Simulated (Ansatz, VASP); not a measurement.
# HfC in two plane-wave programs

Aim: how closely do two programs agree when they are given the same cell, functional and k mesh? The cell is taken from a series of runs on this material, whose earlier steps may have relaxed, scaled, displaced or heated it; both programs get it as it stands.

Program: Ansatz 0.2.0. Level of theory: plane waves, with VASP 6.6.1 beside it; elastic constants at BLYP. Results are calculated unless marked as measured.

## (1) The starting structure

The structure is cubic, space group Fm-3m (No. 225). Conventional cell: a = 4.700 Å, b = 4.700 Å, c = 4.700 Å, α = 90.00°, β = 90.00°, γ = 90.00°. Hf has 6 C at 2.35 Å nearest. C has 6 Hf at 2.35 Å nearest. Farther neighbours are not listed.

Coordinates:

```cif
data_structure
_symmetry_space_group_name_H-M 'P 1'
_symmetry_Int_Tables_number 1
_cell_length_a 3.3233
_cell_length_b 3.3233
_cell_length_c 3.3233
_cell_angle_alpha 60.000
_cell_angle_beta 60.000
_cell_angle_gamma 60.000
_cell_volume 25.95
loop_
_atom_site_label
_atom_site_type_symbol
_atom_site_fract_x
_atom_site_fract_y
_atom_site_fract_z
_atom_site_occupancy
Hf1 Hf 0.50000 0.50000 0.50000 1
C2 C 0.00000 0.00000 0.00000 1
```

## (2) VASP: elastic constants, BLYP

Elastic constants are differences of stresses under small strains, so they test the stress and the mesh.

Lines of VASP's logs that name or quote its potential files are left out, and so is its time.

File INCAR:

```
SYSTEM = HfC
PREC = Accurate
ENCUT = 600
EDIFF = 1E-08
NELM = 120
ISMEAR = 1
SIGMA = 0.25
LREAL = .FALSE.
ALGO = Normal
GGA = B5
ALDAX = 1
AGGAX = 1
AGGAC = 1
ALDAC = 0
NBANDS = 13
LASPH = .TRUE.
LORBIT = 11
LWAVE = .FALSE.
LCHARG = .FALSE.
ISIF = 3
IBRION = 6
NFREE = 2
POTIM = 0.015
NSW = 1
GGA_COMPAT = .FALSE.
KPAR = 2
```

File POSCAR:

```
HfC
1.0
    0.0000000000      2.3499459055      2.3499459055
    2.3499459055      0.0000000000      2.3499459055
    2.3499459055      2.3499459055      0.0000000000
Hf C
1 1
Direct
    0.5000000000      0.5000000000      0.5000000000
    0.0000000000      0.0000000000      0.0000000000
```

File KPOINTS:

```
Automatic mesh
0
Gamma
24 24 24
0 0 0
```

PAW data sets: Hf_pv and C (PBE family, release 64).

Command:

```sh
$ mpirun -np 2 vasp_std
```

Numbers of over 12 decimals in the logs are rounded to 6 here.

The program printed:

```text
[banner, memory and clock lines left out]
running    2 mpi-ranks, on    1 nodes
 distrk:  each k-point on    1 cores,    2 groups
 distr:  one band on    1 cores,    1 groups

 POSCAR found type information on POSCAR HfC
 POSCAR found :  2 types and       2 ions
|                                                                             |
|               ----> ADVICE to this user running VASP <----                  |
|                                                                             |
|     You enforced a specific xc type in the INCAR file but a different       |
|     [... a line on the potential file left out ...]
|     I HOPE YOU KNOW WHAT YOU ARE DOING!                                     |
|                                                                             |

 LDA part: xc-table for (Slater(with rela. corr.)+VWN5), standard interpolation
 POSCAR, INCAR and KPOINTS ok, starting setup
 FFT: planning ... GRIDC
 FFT: planning ... GRID_SOFT
 FFT: planning ... GRID
 WAVECAR not read
 entering main loop
       N       E                     dE             d eps       ncg     rms          rms(c)
DAV:   1     0.272558332550E+02    0.27256E+02   -0.85367E+03 10770   0.118E+03
DAV:   2    -0.211372861275E+02   -0.48393E+02   -0.45124E+02 13574   0.219E+02
DAV:   3    -0.230568508056E+02   -0.19196E+01   -0.19087E+01 13407   0.311E+01
DAV:   4    -0.230690859374E+02   -0.12235E-01   -0.12234E-01 11982   0.298E+00
DAV:   5    -0.230691824454E+02   -0.96508E-04   -0.96506E-04 13557   0.243E-01    0.511E+01
DAV:   6    -0.192305464540E+02    0.38386E+01   -0.18171E+01 12288   0.224E+01    0.384E+01
DAV:   7    -0.191550684343E+02    0.75478E-01   -0.81880E-01 12236   0.632E+00    0.264E+01
DAV:   8    -0.191590419819E+02   -0.39735E-02   -0.15619E-01 12898   0.306E+00    0.105E+01
DAV:   9    -0.191418209986E+02    0.17221E-01   -0.68967E-02 12673   0.147E+00    0.203E+00
DAV:  10    -0.191416087350E+02    0.21226E-03   -0.20623E-03 12344   0.346E-01    0.541E-01
DAV:  11    -0.191416195568E+02   -0.10822E-04   -0.17288E-04 12985   0.105E-01    0.789E-02
DAV:  12    -0.191416246825E+02   -0.51257E-05   -0.66976E-06 11848   0.265E-02    0.478E-02
DAV:  13    -0.191416244686E+02    0.21390E-06   -0.81942E-07 14051   0.760E-03    0.917E-03
DAV:  14    -0.191416244349E+02    0.33667E-07   -0.45234E-08 12931   0.153E-03    0.290E-03
DAV:  15    -0.191416244392E+02   -0.42326E-08   -0.33287E-09  6754   0.512E-04
   1 F= -.19141624E+02 E0= -.19141734E+02  d E =0.328156E-03
[... from here on, the cycles between the ionic steps are left out ...]
   2 F= -.19133406E+02 E0= -.19133523E+02  d E =0.352577E-03
   9 F= -.19138553E+02 E0= -.19138665E+02  d E =0.335867E-03
  10 F= -.19138553E+02 E0= -.19138665E+02  d E =0.335867E-03
  11 F= -.19138553E+02 E0= -.19138665E+02  d E =0.335864E-03
  12 F= -.19138553E+02 E0= -.19138665E+02  d E =0.335867E-03
  13 F= -.19138553E+02 E0= -.19138665E+02  d E =0.335866E-03
  14 F= -.19140947E+02 E0= -.19141057E+02  d E =0.329919E-03
  15 F= -.19140947E+02 E0= -.19141057E+02  d E =0.329920E-03
  16 F= -.19140948E+02 E0= -.19141058E+02  d E =0.329919E-03
 Finite differences progress:
  Degree of freedom:   8/  8
  Displacement:        1/  2
  Total:              15/ 16
 bond charge predicted
       N       E                     dE             d eps       ncg     rms          rms(c)
DAV:   1    -0.191426741355E+02   -0.17264E-02   -0.14920E+00 27853   0.743E+00    0.620E-01
DAV:   2    -0.191414512345E+02    0.12229E-02   -0.81091E-03 34706   0.640E-01    0.293E-01
DAV:   3    -0.191409171034E+02    0.53413E-03   -0.13147E-03 30417   0.268E-01    0.726E-02
DAV:   4    -0.191409446827E+02   -0.27579E-04   -0.23918E-04 35038   0.929E-02    0.355E-02
DAV:   5    -0.191409476949E+02   -0.30121E-05   -0.43758E-06 30843   0.204E-02    0.670E-03
DAV:   6    -0.191409477310E+02   -0.36116E-07   -0.38650E-07 34733   0.532E-03    0.302E-03
DAV:   7    -0.191409477284E+02    0.25489E-08   -0.91070E-08 32393   0.262E-03
  17 F= -.19140948E+02 E0= -.19141058E+02  d E =0.329919E-03
 Finite differences progress:
  Degree of freedom:   8/  8
  Displacement:        2/  2
  Total:              16/ 16
```

Parts of OUTCAR (step 2):

```text
ion  position               nearest neighbor table
   1  0.500  0.500  0.500-   2 2.35   2 2.35   2 2.35   2 2.35   2 2.35   2 2.35
   2  0.000  0.000  0.000-   1 2.35   1 2.35   1 2.35   1 2.35   1 2.35   1 2.35

  LATTYP: Found a face centered cubic cell.
 ALAT       =     4.6998918110

 Subroutine GETGRP returns: Found 48 space group operations
 (whereof 48 operations were pure point group operations)

The static configuration has the point symmetry O_h .

 Found    413 irreducible k-points:

   k-points           NKPTS =    413   k-points in BZ     NKDIM =    413   number of bands    NBANDS=     13

   dimension x,y,z NGX =    28 NGY =   28 NGZ =   28
   dimension x,y,z NGXF=    56 NGYF=   56 NGZF=   56

   ENCUT  =  600.0 eV  44.10 Ry    6.64 a.u.   6.64  6.64  6.64*2*pi/ulx,y,z

   NELECT =      14.0000    total number of electrons

 k-points in reciprocal lattice and weights: Automatic mesh
   0.00000000  0.00000000  0.00000000       0.000
   0.04166667  0.00000000  0.00000000       0.001
   0.08333333  0.00000000  0.00000000       0.001
   0.12500000  0.00000000  0.00000000       0.001
   0.16666667  0.00000000  0.00000000       0.001
   0.20833333  0.00000000  0.00000000       0.001
   0.25000000  0.00000000  0.00000000       0.001
   0.29166667  0.00000000  0.00000000       0.001
   0.33333333  0.00000000  0.00000000       0.001
[...]
-0.29166667  0.50000000  0.20833333       0.001
  -0.25000000  0.50000000  0.25000000       0.000

 average (electrostatic) potential at core
       1 -35.9200       2 -47.1782

 E-fermi :   6.2199

 k-point     1 :       0.0000    0.0000    0.0000
  band No.  band energies     occupation
      1     -23.5245      2.00000
      2     -23.5245      2.00000
      3     -23.5244      2.00000
      4      -5.8086      2.00000
      5       7.1430     -0.00000
      6       7.1430     -0.00000
      7       7.1558     -0.00000
      8       7.5753     -0.00000
      9       7.5948     -0.00000
    ...

 k-point     2 :       0.0417    0.0000    0.0000
  band No.  band energies     occupation
      1     -23.5353      2.00000
      2     -23.5256      2.00000
      3     -23.5255      2.00000
      4      -5.7673      2.00000
      5       6.7476     -0.01100
      6       6.8938     -0.00092
      7       6.9119     -0.00064
      8       7.6883     -0.00000
      9       7.7015     -0.00000
    ...

 k-point     3 :       0.0833    0.0000    0.0000
  band No.  band energies     occupation
      1     -23.5666      2.00000
      2     -23.5287      2.00000
      3     -23.5286      2.00000
      4      -5.6449      2.00000
      5       6.1281      1.57712
      6       6.4183      0.02317
      7       6.4282      0.00383
      8       7.8703     -0.00000
      9       7.8763     -0.00000
     10       8.2002     -0.00000
    ...

  Total       -0.0150362     -0.0244322     -0.0244322      0.0000000     -0.0000000      0.0000000
  in kB       -0.9282053     -1.5082391     -1.5082391      0.0000000     -0.0000000      0.0000000
  external PRESSURE =      -1.3148945 kB  Pullay stress =       0.0000000 kB

  energy-cutoff  :      600.00
  volume of cell :       25.95
      direct lattice vectors                 reciprocal lattice vectors
     0.000000000  2.349945905  2.349945905    -0.212770855  0.212770855  0.212770855
     2.349945905  0.000000000  2.349945905     0.212770855 -0.212770855  0.212770855
     2.349945905  2.349945905  0.000000000     0.212770855  0.212770855 -0.212770855

 POSITION                                       TOTAL-FORCE (eV/Angst)
 -----------------------------------------------------------------------------------
      2.34995      2.34995      2.34995        -0.090239      0.000000      0.000000
     -0.01500      0.00000      0.00000         0.090239      0.000000      0.000000
 -----------------------------------------------------------------------------------
    total drift:                               -0.000070      0.000000      0.000000

  FREE ENERGIE OF THE ION-ELECTRON SYSTEM (eV)
  ---------------------------------------------------
  free  energy   TOTEN  =       -19.1409477284 eV

  energy  without entropy=      -19.1412776478  energy(sigma->0) =      -19.14105770

  SYMMETRIZED ELASTIC MODULI (kBar)
 Direction    XX          YY          ZZ          XY          YZ          ZX
 --------------------------------------------------------------------------------
 XX        4576.4679   1061.2322   1061.2322     -0.0000      0.0000      0.0000
 YY        1061.2322   4576.4679   1061.2322      0.0000     -0.0000      0.0000
 ZZ        1061.2322   1061.2322   4576.4679      0.0000     -0.0000     -0.0000
 XY          -0.0000      0.0000      0.0000   1687.3944      0.0000      0.0000
 YZ           0.0000     -0.0000     -0.0000      0.0000   1687.3944      0.0000
 ZX           0.0000      0.0000     -0.0000      0.0000      0.0000   1687.3944
 --------------------------------------------------------------------------------

 Eigenvectors and eigenvalues of the dynamical matrix
 ----------------------------------------------------

   1 f  =   11.429721 THz    71.815058 2PiTHz  381.254468 cm-1    47.269508 meV
             X         Y         Z           dx          dy          dz
      2.349946  2.349946  2.349946     0.000000    0.000000   -0.251136
      0.000000  0.000000  0.000000     0.000000    0.000000    0.967952

   2 f  =   11.429721 THz    71.815058 2PiTHz  381.254468 cm-1    47.269508 meV
             X         Y         Z           dx          dy          dz
      2.349946  2.349946  2.349946     0.000000    0.251136    0.000000
      0.000000  0.000000  0.000000     0.000000   -0.967952    0.000000

   3 f  =   11.429721 THz    71.815058 2PiTHz  381.254468 cm-1    47.269508 meV
             X         Y         Z           dx          dy          dz
      2.349946  2.349946  2.349946     0.251136   -0.000000   -0.000000
      0.000000  0.000000  0.000000    -0.967952   -0.000000   -0.000000

   4 f/i=    0.000469 THz     0.002945 2PiTHz    0.015632 cm-1     0.001938 meV
             X         Y         Z           dx          dy          dz
      2.349946  2.349946  2.349946    -0.125938   -0.698233    0.658438
      0.000000  0.000000  0.000000    -0.032675   -0.181157    0.170833

   5 f/i=    0.000469 THz     0.002945 2PiTHz    0.015632 cm-1     0.001938 meV
             X         Y         Z           dx          dy          dz
      2.349946  2.349946  2.349946    -0.144106   -0.642796   -0.709209
      0.000000  0.000000  0.000000    -0.037389   -0.166774   -0.184005

   6 f/i=    0.000469 THz     0.002945 2PiTHz    0.015632 cm-1     0.001938 meV
             X         Y         Z           dx          dy          dz
      2.349946  2.349946  2.349946     0.948843   -0.190300   -0.020318
      0.000000  0.000000  0.000000     0.246179   -0.049374   -0.005272

 ELASTIC MODULI CONTR FROM IONIC RELAXATION (kBar)
 Direction    XX          YY          ZZ          XY          YZ          ZX
 --------------------------------------------------------------------------------
 XX           0.0000      0.0000      0.0000      0.0000      0.0000      0.0000
 YY           0.0000      0.0000      0.0000      0.0000      0.0000      0.0000
 ZZ           0.0000      0.0000      0.0000      0.0000      0.0000      0.0000
 XY           0.0000      0.0000      0.0000      0.0000      0.0000      0.0000
 YZ           0.0000      0.0000      0.0000      0.0000      0.0000      0.0000
 ZX           0.0000      0.0000      0.0000      0.0000      0.0000      0.0000
 --------------------------------------------------------------------------------

 TOTAL ELASTIC MODULI (kBar)
 Direction    XX          YY          ZZ          XY          YZ          ZX
 --------------------------------------------------------------------------------
 XX        4576.4679   1061.2322   1061.2322     -0.0000      0.0000      0.0000
 YY        1061.2322   4576.4679   1061.2322      0.0000     -0.0000      0.0000
 ZZ        1061.2322   1061.2322   4576.4679      0.0000     -0.0000     -0.0000
 XY          -0.0000      0.0000      0.0000   1687.3944      0.0000      0.0000
 YZ           0.0000     -0.0000     -0.0000      0.0000   1687.3944      0.0000
 ZX           0.0000      0.0000     -0.0000      0.0000      0.0000   1687.3944
 --------------------------------------------------------------------------------

 total charge
# of ion       s       p       d       tot
------------------------------------------
    1        0.296   6.590   1.625   8.511
    2        0.872   1.532   0.000   2.404
--------------------------------------------------
tot          1.168   8.122   1.625  10.914

[... 3 further parts left out ...]
```

Harder data sets than Hf_pv exist (the GW ones), and pressures, volumes and forces can shift noticeably with them.

Levels, forces or a CONTCAR printed for this step are those of its last displaced cell, not of the structure at rest.

[end of part 1 of 2]

[Lines on the potential files, build, host, timing and source positions are cut from VASP's logs without a mark.]

[Logs are printed without paths, hosts, clocks, repeated set-up lines and the standing remarks that a program may print on its own settings, such as how far it seeks lower states.]

[Hosts, paths, dates, database ids (printed as entryN), source tags and the programs' standing remarks are cut or masked in the printed files.]
